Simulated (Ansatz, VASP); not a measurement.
## GaGe: VASP beside Ansatz

```
Ge Ga
1.0
     0.00000    2.95468    2.95468
     2.95468    0.00000    2.95468
     2.95468    2.95468    0.00000
Ge Ga
1 1
Direct
  0.00000 0.00000 0.00000
  0.25000 0.25000 0.25000
```

The cell comes from a database or a generator and needn't be the stable form of this composition.

Alike in both runs: task single point; functional LDA; k mesh 8 × 8 × 8; occupations fermi-dirac, width 0.05 eV; no spin polarisation.

|  | VASP | Ansatz |
| --- | --- | --- |
| version | VASP 6.6.1 | Ansatz 0.2.0 |
| potentials or method | VASP PAW LDA potentials, release 64 (Ge_d, Ga_d) | Ansatz PAW |
| plane-wave cutoff (eV) | 520 | 420 |
| valence electrons in the cell | 27 | 27 |

|  | VASP | Ansatz | Ansatz less VASP |
| --- | --- | --- | --- |
| gap on the k mesh at the Fermi level (eV) | none | none | - |
| pressure (GPa) | -6.1 | -6.1 | -0.06 |

A gap of «none» marks a metal or a gap that the smearing closes.

Caveats: the PAW data sets come from PBE, with cores solved anew for the run's functional, which leaves a small shift of forces and pressure (Ansatz).
